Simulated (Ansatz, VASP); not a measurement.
# Ge (amorphous germanium) in two plane-wave programs, part 2 of 2

One calculation is typed for both programs; each brings its own data sets. How far apart do they land? Of the first pair: The structure shown is the start of the Ansatz relaxation below; VASP solves that cell, so the two are compared at the walk's first step.

VASP 6.6.1 and Ansatz 0.2.0.

So far. Step 3 (VASP: single point, PBE, start cell, pair 1): The run ends at a pressure of -2.94 GPa, with forces up to 1.3 eV/Å.

### Step 4. Side by side

Known differences besides the potentials themselves: the cutoff is 420 eV in Ansatz and 410 eV in VASP (PREC = Accurate, projectors in real space). Total energies have different zeros and are not compared.

Forces on 9 of the 48 atoms, those with the largest forces and the largest differences (eV/Å; atoms numbered as in POSCAR):

```
atom          Ansatz x, y, z            VASP x, y, z
 Ge1   -0.062, 0.103, -0.976   -0.063, 0.103, -0.977
 Ge5  -0.327, -0.322, -0.594  -0.327, -0.321, -0.593
Ge13    0.509, -0.911, 0.672    0.508, -0.909, 0.672
Ge17    -0.106, 0.331, 0.137    -0.109, 0.329, 0.136
Ge19     0.243, 0.144, 0.749     0.244, 0.145, 0.750
Ge23    -0.162, 1.260, 0.070    -0.159, 1.260, 0.069
Ge26    -0.324, 0.213, 0.162    -0.327, 0.215, 0.165
Ge30    0.744, 0.017, -0.183    0.744, 0.017, -0.184
Ge46   -0.043, -0.473, 0.853   -0.041, -0.475, 0.850
```

The forces differ by 1.6 meV/Å r.m.s., which is 0.5 % of the r.m.s. force of 0.339 eV/Å (both taken over all components).

### Step 5. Ansatz: dynamics, PBE

One frame of this run of dynamics is then solved in both programs, so the motion causes no difference.

The structure compared here is frame 240 of Ansatz's trajectory.

input.yaml

```yaml
crystal:
  lattice:
    - [10.3173, 0.0, 0.0]
    - [0.0, 10.3173, 0.0]
    - [0.0, 0.0, 10.3173]
  atoms:
    - { symbol: Ge, position: [0.51182, 0.95046, 0.14416] }
    - { symbol: Ge, position: [0.88312, 0.35707, 0.38797] }
    - { symbol: Ge, position: [0.73484, 0.43544, 0.55289] }
    - { symbol: Ge, position: [0.09158, 0.80419, 0.50635] }
    - { symbol: Ge, position: [0.35967, 0.81673, 0.32809] }
    - { symbol: Ge, position: [0.45312, 0.13415, 0.40176] }
    - { symbol: Ge, position: [0.25395, 0.26471, 0.77507] }
    - { symbol: Ge, position: [0.27773, 0.48218, 0.97162] }
    - { symbol: Ge, position: [0.89833, 0.68054, 0.54478] }
    - { symbol: Ge, position: [0.29519, 0.17802, 0.99399] }
    - { symbol: Ge, position: [0.51645, 0.11575, 0.62484] }
    - { symbol: Ge, position: [0.80593, 0.70224, 0.97166] }
    - { symbol: Ge, position: [0.04195, 0.50382, 0.4737] }
    - { symbol: Ge, position: [0.06706, 0.58178, 0.81442] }
    - { symbol: Ge, position: [0.56726, 0.26583, 0.8458] }
    - { symbol: Ge, position: [0.49705, 0.50942, 0.74261] }
    - { symbol: Ge, position: [0.18429, 0.82984, 0.71815] }
    - { symbol: Ge, position: [0.79039, 0.2372, 0.7866] }
    - { symbol: Ge, position: [0.17035, 0.0572, 0.83882] }
    - { symbol: Ge, position: [0.86096, 0.8838, 0.43799] }
    - { symbol: Ge, position: [0.28542, 0.0229, 0.63684] }
    - { symbol: Ge, position: [0.71415, 0.82192, 0.26698] }
    - { symbol: Ge, position: [0.29186, 0.63862, 0.79547] }
    - { symbol: Ge, position: [0.937, 0.09002, 0.51416] }
    - { symbol: Ge, position: [0.93806, 0.42271, 0.66538] }
    - { symbol: Ge, position: [0.03536, 0.70356, 0.01007] }
    - { symbol: Ge, position: [0.8009, 0.88844, 0.66282] }
    - { symbol: Ge, position: [0.21735, 0.77351, 0.1439] }
    - { symbol: Ge, position: [0.84986, 0.02079, 0.84776] }
    - { symbol: Ge, position: [0.16957, 0.40443, 0.30098] }
    - { symbol: Ge, position: [0.66766, 0.25669, 0.42005] }
    - { symbol: Ge, position: [0.08571, 0.2619, 0.46459] }
    - { symbol: Ge, position: [0.14068, 0.65904, 0.33133] }
    - { symbol: Ge, position: [0.70475, 0.64713, 0.42019] }
    - { symbol: Ge, position: [0.84284, 0.61258, 0.76021] }
    - { symbol: Ge, position: [0.34036, 0.55988, 0.18174] }
    - { symbol: Ge, position: [0.95751, 0.2422, 0.19987] }
    - { symbol: Ge, position: [0.0229, 0.23794, 0.77839] }
    - { symbol: Ge, position: [0.71188, 0.04245, 0.34096] }
    - { symbol: Ge, position: [0.43138, 0.65177, 0.47561] }
    - { symbol: Ge, position: [0.58301, 0.83889, 0.7275] }
    - { symbol: Ge, position: [0.38644, 0.4451, 0.37876] }
    - { symbol: Ge, position: [0.16352, 0.15927, 0.26912] }
    - { symbol: Ge, position: [0.32395, 0.31071, 0.55805] }
    - { symbol: Ge, position: [0.9684, 0.80537, 0.80122] }
    - { symbol: Ge, position: [0.67377, 0.52398, 0.89318] }
    - { symbol: Ge, position: [0.68263, 0.48289, 0.12197] }
    - { symbol: Ge, position: [0.48845, 0.21283, 0.1327] }
kpoints:
  mp_grid: { grid: [1, 1, 1] }
hamiltonian:
  xc: pbe
scf:
  occupations: { method: fermi_dirac, width: 0.05 }
output:
  forces: true
basis:
  ecutwfc: "300 eV"
md:
  timestep: 6.25
  n_steps: 720
  ensemble: nvt_langevin
  temperature: 1800
  initial_velocities: maxwell_boltzmann
  seed: 5
  temperature_schedule:
    - { n_steps: 180, end_temperature: 1800 }
    - { n_steps: 180, end_temperature: 990 }
    - { n_steps: 315, end_temperature: 300 }
    - { n_steps: 45, end_temperature: 300 }
```

Started as:

```bash
> ansatz run input.yaml --threads 4 --pin off --max-ram 15360MiB --backend cpu --events-out ev --progress --plain --runs-dir out
```

Numbers of over 12 decimals in the logs are rounded to 6 here.

Output:

```text
Warning: md: disabling space-group detection — thermal motion breaks the input geometry's symmetry, so no spatial operation reduces the k-mesh or symmetrises the density; time reversal is kept, so that k and −k are solved as one point where they differ and the mesh holds both, and exact exchange and, on two spinor components, a DFT+U term hold to it where the run has them: on two components no moment then forms, and  [...]
[...]
atom   8  Ge    -0.35676507     0.05131902     0.32137505
[...]
atom  45  Ge     0.20462051    -0.12813041     0.01029754
  atom  46  Ge    -0.02778231    -0.46878778     0.84820181
  atom  47  Ge     0.48276595    -0.35937701    -0.35657884
  atom  48  Ge    -0.22679633    -0.10672721     0.61795628
  max |Σ_I F_I| component: 1.03e-5 eV/Å
--- MD trajectory: 720 steps, t = 0.0 → 4500.0 fs ---
  final state: T = 292.6 K   F+E_penalty+E_count = -206143.19991958 eV   E_kin = 1.815278 eV
[key lines of the parts left out:]
SCF converged after 7 iterations
Free energy (F): -206143.199920 eV
Fermi energy:    8.508420 eV
```

### Step 6. VASP: single point, PBE, pair 2

The same cell, functional, mesh and smearing now go to VASP, with its own data sets.

INCAR

```
SYSTEM = Ge
PREC = Accurate
ENCUT = 410
EDIFF = 1E-06
NELM = 120
ISMEAR = -1
SIGMA = 0.05
LREAL = Auto
ALGO = Normal
GGA = PE
NBANDS = 392
LORBIT = 11
LWAVE = .FALSE.
LCHARG = .FALSE.
ISIF = 2
LASPH = .TRUE.
GGA_COMPAT = .FALSE.
EFERMI = MIDGAP
NCORE = 2
```

POSCAR

```
Ge
1.0
   10.3173000000      0.0000000000      0.0000000000
    0.0000000000     10.3173000000      0.0000000000
    0.0000000000      0.0000000000     10.3173000000
Ge
48
Direct
    0.5892530022      0.0463493356      0.2472739961
    0.9147354444      0.3839376581      0.1810357361
    0.6475143691      0.4486832795      0.4966124858
    0.1148944007      0.8056177488      0.3665784653
    0.3258507555      0.8708479932      0.6129898326
    0.2803640487      0.0343113024      0.3869907825
    0.5179746639      0.1453481046      0.6408459578
    0.1062196505      0.4869103351      0.9142217441
    0.8638985006      0.5391139155      0.4054355306
    0.3661713820      0.0791486145      0.0892384636
    0.6267725083      0.8930824925      0.4950907699
    0.5992750041      0.8387465713      0.0846345459
    0.3353687496      0.3822996327      0.7132001590
    0.8662246906      0.4531708877      0.8370503911
    0.5426032004      0.1852810328      0.9557054656
    0.5871594312      0.3821251684      0.7121146036
    0.9363883962      0.6530584552      0.5991780795
    0.7676911595      0.1178990627      0.7071036027
    0.3189109554      0.9522258730      0.8789024260
    0.8829732585      0.7946168087      0.2863346030
    0.0673722776      0.0869607359      0.5872369709
    0.6133193762      0.7059308152      0.2984889458
    0.1708877323      0.6922741415      0.7450204995
    0.8917740106      0.8770996288      0.5946129317
    0.9520417163      0.3000591240      0.6479796071
    0.8241594216      0.6900933384      0.0707452531
    0.8518023126      0.2061198182      0.4356469231
    0.3022302347      0.8215715352      0.2002074186
    0.8456476016      0.0580190554      0.9250966823
    0.2034156223      0.4643462922      0.1591889351
    0.5081949735      0.2422436102      0.4377792640
    0.0500518547      0.2996229634      0.4033516521
    0.1147102440      0.7322652244      0.0583292140
    0.4806586995      0.6421156698      0.4910877846
    0.7518924525      0.7235420120      0.8350537447
    0.3685654192      0.6402644103      0.0425692768
    0.1236369981      0.2107721982      0.9581576575
    0.2888255648      0.1400463300      0.7476277708
    0.7889273356      0.1100675564      0.1768292092
    0.4413751660      0.6812732013      0.7466876024
    0.5575780485      0.8786698070      0.8378936350
    0.2757407461      0.6291471606      0.3976234092
    0.1116474271      0.0594341543      0.1607397284
    0.3236214901      0.3930582614      0.4637938220
    0.9885822841      0.8501836721      0.8974828686
    0.5903870199      0.4770724899      0.9361363923
    0.6369883594      0.4793308327      0.1613697382
    0.4084401927      0.2969187675      0.1558062671
```

KPOINTS

```
Automatic mesh
0
Gamma
1 1 1
0 0 0
```

PAW data sets: Ge_d (PBE family, release 64).

Started as:

```bash
> mpirun -np 8 vasp_gam
```

Output:

```text
[... set-up lines as in an earlier step ...]
 entering main loop
       N       E                     dE             d eps       ncg     rms          rms(c)
DAV:   1     0.126254915657E+05    0.12625E+05   -0.24090E+05   816   0.484E+03
DAV:   2     0.291166172159E+04   -0.97138E+04   -0.93781E+04   784   0.108E+03
DAV:   3     0.347422681309E+03   -0.25642E+04   -0.24357E+04   800   0.298E+02
DAV:   4    -0.144681433112E+03   -0.49210E+03   -0.45356E+03   896   0.126E+02
[...]
DAV:  17    -0.195353520970E+03   -0.28568E-05   -0.32138E-05   808   0.288E-02    0.209E-03
DAV:  18    -0.195353521669E+03   -0.69912E-06   -0.10100E-05   672   0.192E-02    0.133E-03
DAV:  19    -0.195353521534E+03    0.13463E-06   -0.13450E-06   464   0.113E-02
   1 F= -.19535352E+03 E0= -.19522403E+03  d E =-.258992E+00
```

Parts of OUTCAR (step 6):

```text
  Total       -9.1907796     -7.6101954     -0.6377290      5.6802222     -8.1931666      3.0542001
  in kB      -13.4080233    -11.1021788     -0.9303548      8.2866259    -11.9526497      4.4556379
  external PRESSURE =      -8.4801856 kB  Pullay stress =       0.0000000 kB

 POSITION                                       TOTAL-FORCE (eV/Angst)
 -----------------------------------------------------------------------------------
      6.07950      0.47820      2.55120        -2.162982     -0.953107      0.754997
      9.43760      3.96120      1.86780        -0.252336      0.092564     -0.197966
      6.68060      4.62920      5.12370         0.068381      0.754874     -1.052378
      1.18540      8.31180      3.78210         0.066357      0.500924      0.990327
      3.36190      8.98480      6.32440        -0.052432      0.243077     -0.772245
      2.89260      0.35400      3.99270        -0.499750     -0.288433      0.273947
      5.34410      1.49960      6.61180         0.267655     -1.210865      1.637763
      1.09590      5.02360      9.43230         0.532573     -0.331270     -0.131998
      8.91310      5.56220      4.18300        -0.192556     -0.252474     -1.331827
      3.77790      0.81660      0.92070        -0.174204     -1.336209      0.446713
      6.46660      9.21420      5.10800        -0.079238      0.252984     -0.042049
      6.18290      8.65360      0.87320         0.441846      0.260285     -0.398826
      3.46010      3.94430      7.35830        -0.423266      0.575817      0.093593
      8.93710      4.67550      8.63610        -0.281833      0.180669      0.297707
[...]
-----------------------------------------------------------------------------------
    total drift:                               -0.006010     -0.000019      0.003181

  FREE ENERGIE OF THE ION-ELECTRON SYSTEM (eV)
  ---------------------------------------------------
  free  energy   TOTEN  =      -195.3535215344 eV

  energy  without entropy=     -195.0945297848  energy(sigma->0) =     -195.22402566

[... 2 parts as in an earlier step ...]

[... 1 further part left out ...]
[key lines of the parts left out:]
E-fermi :   5.0136
```

The run ends at a pressure of -0.85 GPa, with forces up to 2.9 eV/Å.

### Step 7. Comparison

What differs besides the data sets and the points named for the pairs above, as far as they apply: the cutoff is 300 eV in Ansatz and 410 eV in VASP (PREC = Accurate, projectors in real space); Ansatz's log warns that its cutoff lies below the recommended one. Total energies have different zeros and are not compared.

Forces on 10 of the 48 atoms, those with the largest forces and the largest differences (eV/Å; atoms numbered as in POSCAR):

```
atom          Ansatz x, y, z            VASP x, y, z
 Ge1   -2.165, -0.954, 0.764   -2.163, -0.953, 0.755
Ge14    -0.302, 0.184, 0.305    -0.282, 0.181, 0.298
Ge24   -0.366, 2.092, -0.307   -0.366, 2.097, -0.309
Ge27  -2.036, -1.586, -0.568  -2.033, -1.577, -0.571
Ge31    0.137, 0.051, -2.407    0.146, 0.061, -2.403
Ge32    2.500, 1.041, -0.587    2.493, 1.035, -0.584
Ge38   -0.862, 0.800, -0.423   -0.856, 0.822, -0.427
Ge39    2.657, 0.793, -0.792    2.653, 0.786, -0.793
Ge45   -0.632, 0.891, -0.879   -0.645, 0.902, -0.881
Ge48     0.107, 2.154, 0.453     0.105, 2.163, 0.450
```

The forces differ by 7.1 meV/Å r.m.s., which is 0.9 % of the r.m.s. force of 0.824 eV/Å (both taken over all components).

### Step 8. Ansatz: dynamics, PBE

One frame of this run of dynamics is then solved in both programs, so the motion causes no difference.

The structure compared here is frame 480 of Ansatz's trajectory.

input.yaml is that of step 5.

Started as:

```bash
> ansatz run input.yaml --threads 4 --pin off --max-ram 15360MiB --backend cpu --events-out ev --progress --plain --runs-dir out
```

Output:

```text
[...]
Crystal: 48 atoms, lattice volume = 1098.242 Å³
Basis set: ecut = 300 eV, 13037 PW (Γ), exchange–correlation on 120×120×120 points (8 copies of the dense FFT grid, shifted against one another)
Bands: 404, of which v1, the nominal top of the filled ones, is band 336 counted from 1 (335 counted from 0)
Symmetry: 1 space group operations
k-points: 1
[...]
atom   7  Ge     0.05351888     0.41654624     0.13235399
  atom   8  Ge    -0.35676507     0.05131902     0.32137505
[...]
atom  45  Ge     0.20462051    -0.12813041     0.01029754
  atom  46  Ge    -0.02778231    -0.46878778     0.84820181
  atom  47  Ge     0.48276595    -0.35937701    -0.35657884
  atom  48  Ge    -0.22679633    -0.10672721     0.61795628
  max |Σ_I F_I| component: 1.03e-5 eV/Å
--- MD trajectory: 720 steps, t = 0.0 → 4500.0 fs ---
[...]
[key lines of the parts left out:]
SCF converged after 7 iterations
Free energy (F): -206143.199920 eV
Fermi energy:    8.508420 eV
```

### Step 9. VASP: single point, PBE, pair 3

The same cell, functional, mesh and smearing now go to VASP, with its own data sets.

INCAR is that of step 6.

POSCAR

```
Ge
1.0
   10.3173000000      0.0000000000      0.0000000000
    0.0000000000     10.3173000000      0.0000000000
    0.0000000000      0.0000000000     10.3173000000
Ge
48
Direct
    0.3801382145      0.0933480659      0.2994678840
    0.9864305584      0.3263741483      0.0775687438
    0.6307561087      0.5176063505      0.5833115253
    0.1518323592      0.8880811840      0.3810977678
    0.2836885619      0.8805307590      0.7732061683
    0.1284638423      0.1365182751      0.4649278396
    0.5151541585      0.9772324155      0.7192094831
    0.3177381679      0.3364349200      0.9219660182
    0.8784178031      0.6125536720      0.4967191029
    0.2927316255      0.8711581518      0.1604877245
    0.5905324067      0.0136857511      0.4441375166
    0.5880995997      0.9003712212      0.1808418869
    0.1825089898      0.4643462922      0.7472013027
    0.8964263906      0.3301542070      0.8274742423
    0.6041503106      0.1348220949      0.9643220610
    0.6118945848      0.3674895564      0.7996568870
    0.1582487666      0.6309402654      0.4571157183
    0.8555726789      0.0726255900      0.8791253526
    0.1559225766      0.9820495672      0.0056022409
    0.8619697014      0.9485912012      0.3220416194
    0.1207486455      0.0541129947      0.6876411464
    0.6681593052      0.6925746077      0.3747395152
    0.1494383220      0.6948426429      0.7296773381
    0.9066907040      0.9432991190      0.6593488607
    0.9288476636      0.3728204084      0.5672995842
    0.8302462854      0.5979471373      0.1945954853
    0.8065482248      0.1301406376      0.4781580452
    0.4175607959      0.6271989765      0.2472449187
    0.9081251878      0.8710321499      0.0539288380
    0.2151919591      0.3131730201      0.1869481357
    0.6454304905      0.4262549310      0.3485408004
    0.9027458734      0.3545792019      0.3189884951
    0.1794267880      0.5672705068      0.2068273676
    0.4318087096      0.7040310934      0.4989677532
    0.8872476326      0.6994853305      0.7162145135
    0.4659843176      0.7027032266      0.9652719219
    0.1297238619      0.1975419926      0.8665542342
    0.4367615558      0.2080098475      0.6904616518
    0.7695908813      0.1460847315      0.1870838301
    0.4042627432      0.6028418288      0.7427815417
    0.6449167902      0.8847760558      0.9416707860
    0.2121872971      0.3921374778      0.4149729096
    0.0396130771      0.0684966028      0.1939751679
    0.4441569015      0.2919756138      0.4574937241
    0.1273007473      0.6832601553      0.9825341901
    0.8609423008      0.5632093668      0.9385110446
    0.6400511762      0.5111317884      0.0278367402
    0.4964186367      0.2623651537      0.1597607901
```

KPOINTS is that of step 6.

Started as:

```bash
> mpirun -np 8 vasp_gam
```

Output:

```text
[... set-up lines as in an earlier step ...]
 entering main loop
       N       E                     dE             d eps       ncg     rms          rms(c)
DAV:   1     0.125334769419E+05    0.12533E+05   -0.23996E+05   832   0.484E+03
DAV:   2     0.289231036841E+04   -0.96412E+04   -0.92828E+04   784   0.111E+03
DAV:   3     0.352739140808E+03   -0.25396E+04   -0.24225E+04   792   0.300E+02
DAV:   4    -0.148934294075E+03   -0.50167E+03   -0.46805E+03   904   0.126E+02
[...]
DAV:  16    -0.199987392959E+03   -0.50828E-05   -0.61659E-05   760   0.589E-02    0.310E-03
DAV:  17    -0.199987396248E+03   -0.32883E-05   -0.34745E-05   912   0.256E-02    0.200E-03
DAV:  18    -0.199987396580E+03   -0.33216E-06   -0.59851E-06   672   0.162E-02
   1 F= -.19998740E+03 E0= -.19990142E+03  d E =-.171951E+00
```

From OUTCAR (step 9):

```text
  Total      -13.4367728     -6.8501983    -12.4143208      4.5571272      8.5571570      2.4160353
  in kB      -19.6023157     -9.9934524    -18.1107056      6.6481921     12.4836593      3.5246475
  external PRESSURE =     -15.9021579 kB  Pullay stress =       0.0000000 kB

 POSITION                                       TOTAL-FORCE (eV/Angst)
 -----------------------------------------------------------------------------------
      3.92200      0.96310      3.08970         0.036577     -0.507336      0.023203
     10.17730      3.36730      0.80030        -0.464795      0.028309     -0.072607
      6.50770      5.34030      6.01820         0.032382     -0.070754      0.003648
      1.56650      9.16260      3.93190         0.448063     -0.148614     -0.318489
      2.92690      9.08470      7.97740         0.897685      1.367932     -0.292605
      1.32540      1.40850      4.79680         0.256218      0.461049     -0.025089
      5.31500     10.08240      7.42030        -0.177029     -0.728704     -0.189228
      3.27820      3.47110      9.51220         0.557156      0.504618      0.229275
      9.06290      6.31990      5.12480         0.500350     -0.133107     -0.163232
      3.02020      8.98800      1.65580         0.697977     -0.633930      1.242089
      6.09270      0.14120      4.58230        -0.591077     -0.479136      0.729633
      6.06760      9.28940      1.86580        -0.551843      0.149973      0.386984
      1.88300      4.79080      7.70910         0.540698     -1.348316     -0.041060
      9.24870      3.40630      8.53730        -0.279125     -0.057323      0.071873
[...]
-----------------------------------------------------------------------------------
    total drift:                               -0.004006      0.003539     -0.004781

  FREE ENERGIE OF THE ION-ELECTRON SYSTEM (eV)
  ---------------------------------------------------
  free  energy   TOTEN  =      -199.9873965797 eV

  energy  without entropy=     -199.8154454222  energy(sigma->0) =     -199.90142100

[... 2 parts as in an earlier step ...]

[... 1 further part left out ...]
[key lines of the parts left out:]
E-fermi :   4.9404
```

The run ends at a pressure of -1.59 GPa, with forces up to 1.7 eV/Å.

### Step 10. Side by side

Forces on 10 of the 48 atoms, those with the largest forces and the largest differences (eV/Å; atoms numbered as in POSCAR):

```
atom         Ansatz x, y, z           VASP x, y, z
 Ge5   0.893, 1.351, -0.289   0.898, 1.368, -0.293
Ge10   0.697, -0.633, 1.229   0.698, -0.634, 1.242
Ge13  0.530, -1.346, -0.044  0.541, -1.348, -0.041
Ge19  0.293, -0.288, -1.175  0.288, -0.275, -1.188
Ge20   0.285, -1.255, 0.052   0.290, -1.241, 0.044
Ge22   -0.491, 0.469, 0.294   -0.477, 0.456, 0.299
Ge23  -1.319, 0.125, -0.563  -1.331, 0.124, -0.553
Ge30   0.543, 0.379, -0.812   0.531, 0.398, -0.817
Ge36  -0.033, -0.029, 0.551  -0.025, -0.033, 0.534
Ge42  -0.157, -1.031, 1.046  -0.154, -1.029, 1.047
```

The forces differ by 7.4 meV/Å r.m.s., which is 1.5 % of the r.m.s. force of 0.500 eV/Å (both taken over all components).

### Step 11. Summary of results

- r.m.s. force difference (single point, PBE, start cell, pair 1): 0.46 % of the r.m.s. force
- r.m.s. force difference (single point, PBE, pair 2): 0.86 % of the r.m.s. force
- r.m.s. force difference (single point, PBE, pair 3): 1.5 % of the r.m.s. force

What this shows: The r.m.s. force difference is 1.5 % of the r.m.s. force (single point, PBE, pair 3), within the 3 % picked in this series as the mark of a large difference. 2 further runs of this series are not shown here. How closely two codes agree says nothing of how well the functional describes the real material.

[Lines on the potential files, build, host, timing and source positions are cut from VASP's logs without a mark.]

[Logs are printed without paths, hosts, clocks, repeated set-up lines and the standing remarks that a program may print on its own settings, such as how far it seeks lower states.]

[Hosts, paths, dates, database ids (printed as entryN), source tags and the programs' standing remarks are cut or masked in the printed files.]
